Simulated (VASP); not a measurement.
Given:

```
CELL_PARAMETERS angstrom
      0.00000     3.55980     3.55980
      3.55980     0.00000     3.55980
      3.55980     3.55980     0.00000
ATOMIC_POSITIONS crystal
  Sr 0.00000 0.00000 0.00000
  Cl 0.25000 0.25000 0.25000
  Cl 0.75000 0.75000 0.75000
```

These are PBE GGA, VASP's PBE PAW potentials (set 64) (plane waves; VASP 6.6.1) values and carry that method's errors. Numerical set-up: 400 eV cut-off, 5×5×5 Γ-centred mesh, Gaussian smearing of 0.050 eV, potentials Sr_sv Cl.

Question: Predict the energy per atom (σ→0).

Answer: 
```yaml
energy per atom (σ→0): -4.260 eV/atom
```

Total energies compare only between runs with the same potentials, cut-off and functional.

The compound is SrCl2 in the fluorite structure. The cell was not relaxed at this level.
